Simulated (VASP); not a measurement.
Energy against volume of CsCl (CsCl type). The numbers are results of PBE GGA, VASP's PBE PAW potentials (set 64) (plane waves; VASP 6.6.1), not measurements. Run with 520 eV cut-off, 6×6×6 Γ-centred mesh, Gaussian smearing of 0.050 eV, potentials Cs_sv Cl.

| V (Å³/atom) | E (eV/atom) |
|---|---|
| 35.068 | -3.26367 |
| 36.187 | -3.26900 |
| 37.306 | -3.27070 |
| 38.426 | -3.26936 |

Problem. Fit these four points and predict the energy of the run at 39.545 Å³/atom.

Solution. A cubic in V^(−2/3), the third-order Birch-Murnaghan form, passes through the four points with V0 = 37.34 Å³/atom and B0 = 14 GPa, and gives -3.2655 eV/atom there. The run gave -3.2655 eV/atom, -0.0 meV/atom from the fit; all five points give B0 = 14 GPa.

The compound is CsCl in the CsCl type structure. It was relaxed first, which changed the volume by +7 %.
